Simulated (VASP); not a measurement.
# LiSb2Rh (R-3m) in VASP: further runs, part 2 of 2

VASP 6.6.1. The steps go on from the part before.

## (3) Relaxation of cell and atoms, PBE

This run uses another cell than the first one, of 19.52 Å³/atom, 0.925 times its volume.

The input, INCAR:

```
  PREC = Accurate
  ENCUT = 600
  EDIFF = 1E-7
  ISMEAR = -1
  SIGMA = 0.1
  LREAL = F
  LASPH = T
  NELM = 100
  ALGO = Normal
  ISIF = 3
  LWAVE = F
  LCHARG = F
  GGA = PE
  IBRION = 2
  NSW = 80
  EDIFFG = -0.01
```

The input, KPOINTS:

```
Automatic mesh
0
Gamma
  7 7 7
```

The input, POSCAR:

```
LiSb2Rh
1.0
    3.8510824900      0.0000000000      0.0000000000
   -1.9255417500      3.3351394600      0.0000000000
   -1.9255417500      1.1117128200      6.0784245600
Rh Li Sb
1 1 2
Direct
    0.0000000000      0.0000000000      0.0000000000
    0.5000000000      0.5000000000      0.5000000000
    0.2500000000      0.7500000000      0.7500000000
    0.7500000000      0.2500000000      0.2500000000
```

Potentials or basis: VASP PAW PBE potentials, release 64 (Rh_pv, Li_sv, Sb).

Launch:

```console
$ cat potpaw_PBE.64/Rh_pv/POTCAR potpaw_PBE.64/Li_sv/POTCAR potpaw_PBE.64/Sb/POTCAR > POTCAR
$ mpirun -np 1 vasp_std > vasp.out
```

OUTCAR:

```text
PREC = Accurate
   ENCUT = 600
   EDIFF = 1E-7
   ISMEAR = -1
   LREAL = F
   LASPH = T
   NELM = 100
   ISIF = 3
   GGA = PE
   IBRION = 2
   NSW = 80
   EDIFFG = -0.01

 ion  position               nearest neighbor table
   1  0.000  0.000  0.000-   4 2.69   3 2.69   4 2.69   3 2.69   4 2.69   3 2.69
   2  0.500  0.500  0.500-   3 2.69   4 2.69   4 2.69   3 2.69   3 2.69   4 2.69
   3  0.250  0.750  0.750-   1 2.69   2 2.69   2 2.69   1 2.69   1 2.69   2 2.69   4 3.77   4 3.77
                             4 3.77   4 3.77   4 3.77   4 3.77
   4  0.750  0.250  0.250-   2 2.69   1 2.69   2 2.69   1 2.69   2 2.69   1 2.69   3 3.77   3 3.77
                             3 3.77   3 3.77   3 3.77   3 3.77

  LATTYP: Found a trigonal (rhomboedric) cell.
 ALAT       =     6.4723150075
 COS(alpha) =     0.8229821016

  Lattice vectors:

 A1 = (  -1.9255417500,   1.1117128200,   6.0784245600)
 A2 = (  -0.0000000000,  -2.2234266400,   6.0784245600)
 A3 = (   1.9255407400,   1.1117128200,   6.0784245600)

Analysis of symmetry for initial positions (statically):
=====================================================================
 Subroutine PRICEL returns:
 Original cell was already a primitive cell.

 Routine SETGRP: Setting up the symmetry group for a
 trigonal (rhombohedral) supercell.

 Subroutine GETGRP returns: Found 12 space group operations
 (whereof 12 operations were pure point group operations)
 out of a pool of 12 trial point group operations.

The static configuration has the point symmetry D_3d.

Analysis of symmetry for dynamics (positions and initial velocities):
=====================================================================
[... 274 lines left out ...]

 E-fermi :   6.8674     XC(G=0):  -9.9664

 val. band max:        6.8328168188   @ k =   0.1429   0.2857   0.1429
 cond. band min:       6.8853953235   @ k =   0.1429   0.0000   0.1429
 fundamental gap:      0.0525785048
 Fermi energy:         6.8674015491

 k-point     1 :       0.0000    0.0000    0.0000
  band No.  band energies     occupation
      1     -40.3603      2.00000
      2     -39.0901      2.00000
      3     -39.0901      2.00000
      4     -38.8614      2.00000
      5      -4.6898      2.00000
      6      -0.9900      2.00000
[... 493 lines left out ...]
     17       9.4349      0.00000
     18      12.6850      0.00000

 [... further k-points ...]

[... ionic steps 4 to 41 ...]

--------------------------------------- Ionic step       42  -------------------------------------------

 number of electron      28.0000004 magnetization

------------------------ aborting loop because EDIFF is reached ----------------------------------------
[... 71 lines left out ...]
--------------------------------------- Ionic step       44  -------------------------------------------

 number of electron      28.0000004 magnetization

 Free energy of the ion-electron system (eV)
  ---------------------------------------------------
  ext. energy  EPLUGINS =         0.00000000
  ---------------------------------------------------
  free energy    TOTEN  =       -18.72674537 eV

  energy without entropy =      -18.66579802  energy(sigma->0) =      -18.69627169

 E-fermi :   7.2724     XC(G=0): -10.1690

 val. band max:        7.2621109287   @ k =   0.4286  -0.0000   0.1429
 cond. band min:       7.2818109599   @ k =   0.1429   0.4286   0.1429
 fundamental gap:      0.0197000312
 Fermi energy:         7.2724040659

 k-point     1 :       0.0000    0.0000    0.0000
  band No.  band energies     occupation
      1     -39.8978      2.00000
      2     -38.6844      2.00000
      3     -38.6844      2.00000
      4     -38.4405      2.00000
      5      -4.3905      2.00000
      6      -0.2981      2.00000
[... 526 lines left out ...]
  FREE ENERGIE OF THE ION-ELECTRON SYSTEM (eV)
  ---------------------------------------------------
  free  energy   TOTEN  =       -18.7267453651 eV

  energy  without entropy=      -18.6657980234  energy(sigma->0) =      -18.69627169

 reached required accuracy - stopping structural energy minimisation
```

OSZICAR:

```text
N       E                     dE             d eps       ncg     rms          rms(c)
DAV:   1     0.190354999624E+03    0.19035E+03   -0.15165E+04  1912   0.162E+03
DAV:   2    -0.655469098802E+01   -0.19691E+03   -0.19347E+03  1800   0.349E+02
DAV:   3    -0.180405073942E+02   -0.11486E+02   -0.11152E+02  2646   0.701E+01
[... 452 lines left out ...]
DAV:   2    -0.187274481849E+02   -0.18984E-03   -0.13525E-02  1712   0.848E-01    0.188E-01
DAV:   3    -0.187267450824E+02    0.70310E-03   -0.39498E-03  1714   0.468E-01    0.224E-02
DAV:   4    -0.187267461643E+02   -0.10819E-05   -0.14197E-04  1650   0.627E-02    0.127E-02
DAV:   5    -0.187267448597E+02    0.13046E-05   -0.12129E-05  1800   0.274E-02    0.818E-03
DAV:   6    -0.187267453903E+02   -0.53064E-06   -0.53286E-07  1848   0.677E-03    0.280E-03
DAV:   7    -0.187267453651E+02    0.25195E-07   -0.43132E-07  1124   0.412E-03
  44 F= -.18726745E+02 E0= -.18696272E+02  d E =-.110422E-03
```

CONTCAR:

```text
LiSb2Rh
   1.00000000000000
     4.3243771887608355   -0.0000000765049712    0.0000000348094335
    -2.1621892276998125    3.7450263458602779    0.0000000124427101
    -2.1621891343563395    1.2483418151749934    5.2493264751762103
  Rh              Li              Sb
     1     1     2
Direct
     0.0000000000000000    0.0000000000000000    0.0000000000000000
     0.5000000000000000    0.5000000000000000    0.5000000000000000
     0.2663306860088339    0.7336693142123943    0.7989920576422997
     0.7336693139911660    0.2663306857876053    0.2010079423577001

  0.00000000E+00  0.00000000E+00  0.00000000E+00
  0.00000000E+00  0.00000000E+00  0.00000000E+00
  0.00000000E+00  0.00000000E+00  0.00000000E+00
  0.00000000E+00  0.00000000E+00  0.00000000E+00
```

It took 18 min on 1 thread of Intel Xeon 6975P-C (Granite Rapids), shared host; peak memory 0.32 GiB.

Results:

| Item | Value |
| --- | --- |
| Free energy | -18.7267 eV |
| Relaxed volume | 21.25 Å³/atom |
| Relaxed cell | a = 4.324 Å, b = 4.324 Å, c = 5.813 Å, α = 68.16°, β = 111.84°, γ = 120.00° |
| Space group after relaxing (to 0.05 Å) | R-3m (No. 166) |
| Energy gained by relaxing | 125.7 meV/atom |
| Ionic steps | 44 |
| Pressure after relaxing | 0.0 GPa |
| Largest force after relaxing | 0.004 eV/Å |
| Band gap on the k mesh | none (metal or under the smearing width) |

Forces in eV/Å, atoms in the order of the input:
```
Rh   0.000  0.000  0.000
Li   0.000  0.000  0.000
Sb   0.000  0.000 -0.004
Sb   0.000  0.000  0.004
```

Step by step:
```
step  energy change (eV)  largest force (eV/Å)  pressure (GPa)  volume (Å³)
   1              0.0000                1.1186            3.71        78.07
   3             -0.2106                1.0991           -3.17        87.51
   5             -0.4025                0.0561            1.33        87.13
   7             -0.4168                0.0066            0.59        89.20
   9             -0.4197                0.0070           -0.01        90.67
  11             -0.4200                0.0032            0.01        90.67
  13             -0.4220                0.0115            0.08        90.66
  15             -0.4459                0.0266            0.22        90.33
  17             -0.4781                0.1871            0.15        89.73
  19             -0.4792                0.2431            0.15        89.57
  21             -0.4793                0.2509            0.08        89.59
  23             -0.4798                0.2430            0.04        89.60
  25             -0.4815                0.2074           -0.13        89.64
  27             -0.4854                0.0696           -0.79        89.82
  29             -0.4895                0.0663           -0.49        89.12
  31             -0.4916                0.0521            1.02        86.00
  33             -0.4954                0.0162            0.20        87.16
  35             -0.4971                0.0550           -0.04        86.78
  37             -0.5015                0.0058            0.13        85.76
  39             -0.5022                0.0535            0.30        84.95
  41             -0.5025                0.0222           -0.02        85.13
  43             -0.5026                0.0151           -0.02        85.09
  44             -0.5026                0.0042           -0.02        85.01
```

Final structure:
```cif
data_structure
_symmetry_space_group_name_H-M 'P 1'
_symmetry_Int_Tables_number 1
_cell_length_a 4.3244
_cell_length_b 4.3244
_cell_length_c 5.8128
_cell_angle_alpha 68.163
_cell_angle_beta 111.837
_cell_angle_gamma 120.000
_cell_volume 85.01
loop_
_atom_site_label
_atom_site_type_symbol
_atom_site_fract_x
_atom_site_fract_y
_atom_site_fract_z
_atom_site_occupancy
Rh1 Rh 0.00000 0.00000 0.00000 1
Li1 Li 0.50000 0.50000 0.50000 1
Sb1 Sb 0.26633 0.73367 0.79899 1
Sb2 Sb 0.73367 0.26633 0.20101 1
```

Caveat: the cutoff is under 1.25 times the usual one of these potentials, so pressure, stress and relaxed cells hold a basis-set (Pulay) error. Spin-orbit coupling is left out, which matters for the levels of Sb.
